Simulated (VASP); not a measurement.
# Tl3S (I4/mmm) in VASP: equation of state, part 2 of 2

VASP 6.6.1. The steps go on from the part before.

## 5. Equation of state, PBE, 28.99 Å³/atom (volume scaled by 1.02)

INCAR

```
  PREC = Accurate
  ENCUT = 520
  EDIFF = 1E-7
  ISMEAR = -1
  SIGMA = 0.05
  LREAL = False
  LASPH = True
  NELM = 100
  ALGO = Normal
  ISIF = 2
  LWAVE = False
  LCHARG = False
  GGA = PE
  NBANDS = 30
```

KPOINTS

```
regular mesh
0
Gamma
  8 8 8
```

POSCAR

```
Tl3S
1.0
   -2.3665397915      2.3665397915      5.1768602773
    2.3665397915     -2.3665397915      5.1768602773
    2.3665397915      2.3665397915     -5.1768602773
Tl S
3 1
Direct
    0.5000000000      0.5000000000      0.0000000000
    0.2500000000      0.7500000000      0.5000000000
    0.7500000000      0.2500000000      0.5000000000
    0.0000000000      0.0000000000      0.0000000000
```

Potentials or basis: VASP PAW PBE potentials, release 64 (Tl_d, S).

The run is started by

```sh
$ cat potpaw_PBE.64/Tl_d/POTCAR potpaw_PBE.64/S/POTCAR > POTCAR
$ mpirun -np 1 vasp_std > vasp.out
```

OUTCAR:

```text
PREC = Accurate
   ENCUT = 520
   EDIFF = 1E-7
   ISMEAR = -1
   LREAL = False
   LASPH = True
   NELM = 100
   ISIF = 2
   GGA = PE

 Found     59 irreducible k-points:

 Following reciprocal coordinates:
            Coordinates               Weight
  0.000000  0.000000  0.000000      1.000000
  0.125000  0.000000  0.000000      8.000000
  0.250000  0.000000  0.000000      8.000000
  0.375000  0.000000 -0.000000      8.000000
  0.500000  0.000000  0.000000      4.000000
  0.125000  0.125000  0.000000      8.000000
   k-points           NKPTS =     59   k-points in BZ     NKDIM =     59   number of bands    NBANDS=     30
   number of dos      NEDOS =    301   number of ions     NIONS =      4
   total plane-waves  NPLWV = 110592
   dimension x,y,z NGX =    48 NGY =   48 NGZ =   48
   dimension x,y,z NGXF=    96 NGYF=   96 NGZF=   96
   ions per type =               3   1
   NGX,Y,Z   is equivalent  to a cutoff of  12.94, 12.94, 12.94 a.u.
   NGXF,Y,Z  is equivalent  to a cutoff of  25.89, 25.89, 25.89 a.u.
 SYSTEM =  unknown system
   PREC   = accura    normal or accurate (medium, high low for compatibility)
   ISTART =      0    job   : 0-new  1-cont  2-samecut
   ICHARG =      2    charge: 1-file 2-atom 10-const
   ISPIN  =      1    spin polarized calculation?
   LNONCOLLINEAR =      F non collinear calculations
   LSORBIT =      F    spin-orbit coupling
   LASPH  =      T    aspherical Exc in radial PAW
   ENCUT  =  520.0 eV  38.22 Ry    6.18 a.u.  11.46 11.46 11.46*2*pi/ulx,y,z
   NELM   =    100;   NELMIN=  2; NELMDL= -5     # of ELM steps
   EDIFF  = 0.1E-06   stopping-criterion for ELM
   LREAL  =      F    real-space projection
   EDIFFG = 0.1E-05   stopping-criterion for IOM
   NSW    =      0    number of steps for IOM
   IBRION =     -1    ionic relax: 0-MD 1-quasi-New 2-CG
   NFREE  =      0    steps in history (QN), initial steepest desc. (CG)
   ISIF   =      2    stress and relaxation
   ISYM   =      2    0-nonsym 1-usesym 2-fastsym
   POTIM  = 0.5000    time-step for ionic-motion
   TEBEG  =    0.0;   TEEND  =   0.0 temperature during run
   PSTRESS=    0.0 pullay stress
   NELECT =      45.0000    total number of electrons
   NUPDOWN=      -1.0000    fix difference up-down
   EMIN   =  10.00;   EMAX   =-10.00  energy-range for DOS
   EFERMI =   0.00;   METHOD = LEGACY
   ISMEAR =    -1;   SIGMA  =   0.05  broadening in eV -4-tet -1-fermi 0-gaus
   EFERMI_NEDOS =   21; number of points for ismear=-14 and -15
   IALGO  =     38    algorithm
   IMIX   =      4    mixing-type and parameters
     AMIX     =   0.40;   BMIX     =  1.00
     AMIX_MAG =   1.60;   BMIX_MAG =  1.00
  volume/ion in A,a.u.               =      28.99       195.65
  Fermi-wavevector in a.u.,A,eV,Ry     =   1.194064  2.256454 19.399039  1.425789
  Thomas-Fermi vector in A             =   2.330063
   LORBIT       =      0    0 simple, 1 ext, 2 COOP (PROOUT), +10 PAW based schemes
   GGA     = PE    functional components
   LHFCALC =     F    Hartree Fock is set to
   AEXX    =    0.0000 exact exchange contribution
   IVDW    =     0    specifies the selected vdW correction
   LEPSILON=     F    determine dielectric tensor
   LRPA    =     F    only Hartree local field effects (RPA)
 non-spin polarized calculation
  energy-cutoff  :      520.00
  volume of cell :      115.97
 maximum number of plane-waves:      3144
 NGX is ok and might be reduce to    48
   NGX = 23   NGY = 23   NGZ = 23

 number of electron      45.0000001 magnetization

 Free energy of the ion-electron system (eV)
  ---------------------------------------------------
  ext. energy  EPLUGINS =         0.00000000
  ---------------------------------------------------
  free energy    TOTEN  =       -11.21673348 eV

  energy without entropy =      -11.20684299  energy(sigma->0) =      -11.21178823

 E-fermi :   5.1931     XC(G=0):  -9.6475

 val. band max:        5.1847766154   @ k =  -0.1250   0.1250   0.1250
 cond. band min:       5.2295776982   @ k =  -0.3750   0.5000   0.1250
 fundamental gap:      0.0448010829
 Fermi energy:         5.1930914541

 k-point     1 :       0.0000    0.0000    0.0000
  band No.  band energies     occupation
      1      -6.7303      2.00000
      2      -6.7172      2.00000
      3      -6.5337      2.00000
      4      -6.4213      2.00000
      5      -6.3473      2.00000
      6      -6.3473      2.00000
[... 22 lines left out ...]
     29      11.8014      0.00000
     30      12.8385      0.00000

 k-point     2 :       0.1250    0.0000    0.0000
  band No.  band energies     occupation
      1      -6.7009      2.00000
      2      -6.6951      2.00000
      3      -6.5100      2.00000
      4      -6.4077      2.00000
      5      -6.3581      2.00000
      6      -6.3306      2.00000
[... 22 lines left out ...]
     29      11.6373      0.00000
     30      12.7201      0.00000

 k-point     3 :       0.2500    0.0000    0.0000
  band No.  band energies     occupation
      1      -6.6482      2.00000
      2      -6.6157      2.00000
      3      -6.4447      2.00000
      4      -6.3789      2.00000
      5      -6.3776      2.00000
      6      -6.2690      2.00000
[... 22 lines left out ...]
     29      11.2450      0.00000
     30      11.7979      0.00000

 k-point     4 :       0.3750    0.0000   -0.0000
  band No.  band energies     occupation
      1      -6.5875      2.00000
      2      -6.4857      2.00000
      3      -6.3904      2.00000
      4      -6.3721      2.00000
      5      -6.3324      2.00000
      6      -6.3022      2.00000
[... 22 lines left out ...]
     29      10.4189      0.00000
     30      10.5146      0.00000

 k-point     5 :       0.5000    0.0000    0.0000
  band No.  band energies     occupation
      1      -6.5354      2.00000
      2      -6.4110      2.00000
      3      -6.4088      2.00000
      4      -6.3146      2.00000
      5      -6.3088      2.00000
      6      -6.2730      2.00000
[... 22 lines left out ...]
     29       9.5866      0.00000
     30       9.6990      0.00000

 k-point     6 :       0.1250    0.1250    0.0000
  band No.  band energies     occupation
      1      -6.6936      2.00000
      2      -6.6730      2.00000
      3      -6.4801      2.00000
      4      -6.4109      2.00000
      5      -6.3651      2.00000
      6      -6.3145      2.00000
[... 22 lines left out ...]
     29      10.9762      0.00000
     30      12.0768      0.00000

 [... further k-points ...]
[... 5 lines left out ...]
  --------------------------------------------------------------------------------------
  -------------------------------------------------------------------------------------
  Total       -0.4256860     -0.4256860     -0.4091413      0.0000000      0.0000000      0.0000000
  in kB       -5.8809289     -5.8809289     -5.6523608      0.0000000      0.0000000      0.0000000
  external PRESSURE =      -5.8047395 kB  Pullay stress =       0.0000000 kB

 VOLUME and BASIS-vectors are now :
 -----------------------------------------------------------------------------
  energy-cutoff  :      520.00
  volume of cell :      115.97
      direct lattice vectors                 reciprocal lattice vectors
    -2.366539792  2.366539792  5.176860277     0.000000000  0.211278932  0.096583638
     2.366539792 -2.366539792  5.176860277     0.211278932  0.000000000  0.096583638
     2.366539792  2.366539792 -5.176860277     0.211278932  0.211278932  0.000000000

 POSITION                                       TOTAL-FORCE (eV/Angst)
 -----------------------------------------------------------------------------------
      0.00000      0.00000      5.17686        -0.000000      0.000000      0.000000
      2.36654      0.00000      2.58843         0.000000     -0.000000      0.000000
      0.00000      2.36654      2.58843        -0.000000      0.000000     -0.000000
      0.00000      0.00000      0.00000        -0.000000      0.000000      0.000000
 -----------------------------------------------------------------------------------
    total drift:                                0.000000     -0.000000      0.000000

  FREE ENERGIE OF THE ION-ELECTRON SYSTEM (eV)
  ---------------------------------------------------
  free  energy   TOTEN  =       -11.2167334754 eV

  energy  without entropy=      -11.2068429902  energy(sigma->0) =      -11.21178823
```

OSZICAR:

```text
N       E                     dE             d eps       ncg     rms          rms(c)
DAV:   1     0.239123876574E+03    0.23912E+03   -0.22935E+04  3540   0.135E+03
DAV:   2    -0.326938217062E+01   -0.24239E+03   -0.23420E+03  3936   0.302E+02
DAV:   3    -0.120693702374E+02   -0.88000E+01   -0.86814E+01  4092   0.450E+01
DAV:   4    -0.121684315740E+02   -0.99061E-01   -0.99035E-01  3804   0.496E+00
DAV:   5    -0.121698288631E+02   -0.13973E-02   -0.13973E-02  4098   0.638E-01    0.494E+00
DAV:   6    -0.112242504655E+02    0.94558E+00   -0.34964E+00  3892   0.627E+00    0.388E+00
DAV:   7    -0.112258855267E+02   -0.16351E-02   -0.24728E-01  3666   0.181E+00    0.236E+00
DAV:   8    -0.112171949158E+02    0.86906E-02   -0.34863E-02  3864   0.911E-01    0.454E-01
DAV:   9    -0.112165836313E+02    0.61128E-03   -0.61934E-03  4022   0.302E-01    0.251E-01
DAV:  10    -0.112168699917E+02   -0.28636E-03   -0.20063E-03  3946   0.240E-01    0.121E-01
DAV:  11    -0.112167372142E+02    0.13278E-03   -0.38935E-04  3910   0.103E-01    0.245E-02
DAV:  12    -0.112167342445E+02    0.29698E-05   -0.75431E-05  3776   0.528E-02    0.170E-02
DAV:  13    -0.112167342613E+02   -0.16855E-07   -0.36846E-06  3960   0.107E-02    0.154E-02
DAV:  14    -0.112167336181E+02    0.64320E-06   -0.25561E-07  3462   0.232E-03    0.398E-03
DAV:  15    -0.112167334823E+02    0.13580E-06   -0.10119E-06  3050   0.523E-03    0.933E-04
DAV:  16    -0.112167334754E+02    0.69176E-08   -0.91497E-08  2096   0.175E-03
   1 F= -.11216733E+02 E0= -.11211788E+02  d E =-.989049E-02
```

stdout:

```text
POSCAR found type information on POSCAR TlS
 POSCAR found :  2 types and       4 ions
 scaLAPACK will be used
 LDA part: xc-table for (Slater+PW92), standard interpolation
 POSCAR, INCAR and KPOINTS ok, starting setup
 FFT: planning ... GRIDC
 FFT: planning ... GRID_SOFT
 FFT: planning ... GRID
 WAVECAR not read
 entering main loop
```

Wall time 6.1 min (1 thread of Intel Xeon Platinum 8488C (Sapphire Rapids), shared host); peak memory 0.41 GiB.

Results:

```
Free energy            : -11.2167 eV
Pressure               : -0.6 GPa
Band gap on the k mesh : none (metal or under the smearing width)
```

## 6. Equation of state, PBE, 29.56 Å³/atom (volume scaled by 1.04)

INCAR

```
SYSTEM = Tl3S
PREC = Accurate
ENCUT = 520
EDIFF = 1E-7
ISMEAR = -1
SIGMA = 0.05
LREAL = .False.
LASPH = .True.
NELM = 80
ALGO = Normal
ISIF = 2
LWAVE = .False.
LCHARG = .False.
GGA = PE
NBANDS = 30
```

KPOINTS

```
Automatic mesh
0
Gamma
  8 8 8
  0 0 0
```

POSCAR

```
Tl3S
1.0
   -2.3819073636      2.3819073636      5.2104771951
    2.3819073636     -2.3819073636      5.2104771951
    2.3819073636      2.3819073636     -5.2104771951
Tl S
3 1
Direct
    0.5000000000      0.5000000000      0.0000000000
    0.2500000000      0.7500000000      0.5000000000
    0.7500000000      0.2500000000      0.5000000000
    0.0000000000      0.0000000000      0.0000000000
```

Potentials or basis: VASP PAW PBE potentials, release 64 (Tl_d, S).

The run is started by

```sh
$ cat potpaw_PBE.64/Tl_d/POTCAR potpaw_PBE.64/S/POTCAR > POTCAR
$ mpirun -np 1 vasp_std > vasp.out
```

Wall time 6.9 min (1 thread of Intel Xeon Platinum 8488C (Sapphire Rapids), shared host); peak memory 0.41 GiB.

It converged, with:

- Free energy: -11.2057 eV
- Pressure: -1.1 GPa
- Band gap on the k mesh: none (metal or under the smearing width)

## 7. Equation of state, PBE, 30.13 Å³/atom (volume scaled by 1.06)

INCAR

```
SYSTEM = Tl3S
PREC     = Accurate       ! precision mode
ENCUT    = 520            ! plane-wave cutoff, eV
EDIFF    = 1E-7           ! SCF threshold, eV
ISMEAR   = -1             ! smearing method
SIGMA    = 0.05           ! smearing width, eV
LREAL    = .False.        ! projectors in reciprocal space
LASPH    = .True.         ! aspherical terms in the spheres
NELM     = 60             ! most SCF steps
ALGO     = Normal         ! electronic algorithm
ISIF     = 2              ! what is computed and relaxed
LWAVE    = .False.        ! write WAVECAR
LCHARG   = .False.        ! write CHGCAR
GGA      = PE             ! functional
NBANDS   = 30             ! bands
```

KPOINTS is that of step 6.

POSCAR

```
Tl3S
1.0
   -2.3970791571      2.3970791571      5.2436658428
    2.3970791571     -2.3970791571      5.2436658428
    2.3970791571      2.3970791571     -5.2436658428
Tl S
3 1
Direct
    0.5000000000      0.5000000000      0.0000000000
    0.2500000000      0.7500000000      0.5000000000
    0.7500000000      0.2500000000      0.5000000000
    0.0000000000      0.0000000000      0.0000000000
```

The run is started by

```sh
$ cat potpaw_PBE.64/Tl_d/POTCAR potpaw_PBE.64/S/POTCAR > POTCAR
$ mpirun -np 1 vasp_std > vasp.out
```

Wall time 4.3 min (1 thread of Intel Xeon Platinum 8488C (Sapphire Rapids), shared host); peak memory 0.41 GiB.

The run converged. Its results:

- Free energy: -11.1876 eV
- Pressure: -1.6 GPa
- Band gap on the k mesh: none (metal or under the smearing width)

## 8. Equation of state, PBE

No new run: the results of the series are fitted here.

What came out:

```
Equilibrium volume                        : 28.50 Å³/atom
Bulk modulus at fixed shape and positions : 31 GPa
Pressure derivative of the bulk modulus   : 5.2
```

Energy against volume, from the lowest point:
| volume (Å³/atom) | energy (meV/atom) |
| --- | --- |
| 26.719 | 12.43 |
| 27.288 | 5.51 |
| 27.856 | 1.48 |
| 28.425 | 0.00 |
| 28.993 | 0.77 |
| 29.562 | 3.53 |
| 30.130 | 8.05 |

Caveat: the cell was scaled at fixed shape and fractional positions, which overstates the stiffness of a crystal with free parameters, most of all of layers and chains. The run has no spin-orbit coupling, so splittings on Tl are missing.
